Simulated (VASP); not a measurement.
OSZICAR of a VASP run on PbO (atoms displaced from the space group 129 structure):

### OSZICAR
```
       N       E                     dE             d eps       ncg     rms          rms(c)
DAV:   1     0.416797693609E+03    0.41680E+03   -0.17457E+04  5904   0.163E+03
DAV:   2     0.245305305316E+02   -0.39227E+03   -0.38563E+03  6336   0.452E+02
DAV:   3    -0.270757644046E+02   -0.51606E+02   -0.50694E+02  8032   0.182E+02
DAV:   4    -0.285732967975E+02   -0.14975E+01   -0.14967E+01  6728   0.359E+01
DAV:   5    -0.286217372225E+02   -0.48440E-01   -0.48435E-01  8304   0.587E+00    0.118E+01
DAV:   6    -0.244156002884E+02    0.42061E+01   -0.32842E+01  9320   0.463E+01    0.498E+00
DAV:   7    -0.242618727486E+02    0.15373E+00   -0.29018E+00  7368   0.127E+01    0.253E+00
DAV:   8    -0.242364949012E+02    0.25378E-01   -0.10222E+00  8944   0.777E+00    0.141E+00
DAV:   9    -0.241910838833E+02    0.45411E-01   -0.29045E-01  9464   0.465E+00    0.215E-01
DAV:  10    -0.241927332567E+02   -0.16494E-02   -0.18927E-02  6440   0.888E-01    0.906E-02
DAV:  11    -0.241929490347E+02   -0.21578E-03   -0.82882E-04  9552   0.274E-01    0.524E-02
DAV:  12    -0.241928804161E+02    0.68619E-04   -0.56970E-04  9728   0.213E-01    0.145E-02
DAV:  13    -0.241928877060E+02   -0.72899E-05   -0.68449E-05  7072   0.606E-02    0.198E-02
DAV:  14    -0.241928800973E+02    0.76087E-05   -0.42287E-05  7264   0.672E-02    0.320E-03
DAV:  15    -0.241928806700E+02   -0.57267E-06   -0.67439E-06  6448   0.161E-02
   1 F= -.24192881E+02 E0= -.24192881E+02  d E =-.349391E-07
```

Question: Which electronic solver shows in the log?

Answer: It is blocked Davidson (ALGO = Normal, or the opening steps of other solvers). The INCAR had ALGO = Normal.

Question: Can the final energy be trusted as converged?

Answer: The calculation finished and met its thresholds. It stopped with EDIFF = 1E-6, NELM = 100 (LDA (Ceperley-Alder, Perdew-Zunger), plane waves, VASP's LDA PAW potentials (set 64)).

The structure comes from a computed database's PbO entry; how it stands against other phases isn't given here. The cell was not relaxed at this level, atoms are displaced from their ideal sites. The run is one of a series of settings (NEDOS = 601 against the base run), some of them coarse on purpose.
